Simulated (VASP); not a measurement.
Write the native input for VASP 6.6.1 that does the following.

| Item | Value |
| --- | --- |
| Task | relaxation of cell and atoms |
| Functional | PBE |
| Potentials or basis | VASP PAW PBE potentials, release 64 (Nb_sv, B) |
| Cutoff | 600 eV |
| k mesh | 6 × 6 × 6 |
| Occupations | gaussian, width 0.1 eV |
| Spin | no spin polarisation |
| Dipole correction | no |
| Further INCAR settings | ALGO = Normal; EDIFF = 1e-06; IBRION = 2; EDIFFG = -0.04; NSW = 90; ISIF = 3 |

The structure of NbB8 lies in POSCAR:

```
NbB8
1.0
   -2.5223536100      2.5223536100      2.5223536100
    2.5223536100     -2.5223536100      2.5223536100
    2.5223536100      2.5223536100     -2.5223536100
Nb B
1 8
Direct
    0.0000000000      0.0000000000      0.0000000000
    0.6507047800      0.6507047800      0.6507047800
    0.0000000000      0.0000000000      0.3492952200
    0.0000000000      0.3492952200      0.0000000000
    0.3492952200      0.0000000000      0.0000000000
    0.0000000000      0.0000000000      0.6507047800
    0.3492952200      0.3492952200      0.3492952200
    0.0000000000      0.6507047800      0.0000000000
    0.6507047800      0.0000000000      0.0000000000
```

The cell was built by a generator and needn't be a form met in nature.

The cell isn't the ideal one: random cell by space group and Wyckoff sites (Im-3m, No. 229).

These files were run (other wordings do the same):

INCAR

```
PREC = Accurate
ENCUT = 600
EDIFF = 1E-6
ISMEAR = 0
SIGMA = 0.1
LREAL = False
LASPH = True
NELM = 100
ALGO = Normal
ISIF = 3
LWAVE = False
LCHARG = False
GGA = PE
IBRION = 2
NSW = 90
EDIFFG = -0.04
```

KPOINTS

```
regular mesh
0
Gamma
  6 6 6
```

Potentials or basis: VASP PAW PBE potentials, release 64 (Nb_sv, B).

The run is started by

```bash
$ cat potpaw_PBE.64/Nb_sv/POTCAR potpaw_PBE.64/B/POTCAR > POTCAR
$ mpirun -np 1 vasp_std > vasp.out
```

It gave:

* Relaxed volume: 17.16 Å³/atom
* Relaxed cell: a = 5.855 Å, b = 5.855 Å, c = 5.855 Å, α = 109.47°, β = 109.47°, γ = 109.47°
* Space group after relaxing (to 0.05 Å): Im-3m (No. 229)
* Energy gained by relaxing: 5144.4 meV/atom
* Ionic steps: 23
* Pressure after relaxing: 0.0 GPa
* Largest force after relaxing: 0.004 eV/Å
* Band gap on the k mesh: none (metal or under the smearing width)

Caveat: the volume moved by over 15 % at a fixed basis, so the end points are rough.

It took 7.9 min on 1 thread of AMD EPYC 9R14 (Zen 4) (shared host), peak memory 0.19 GiB.
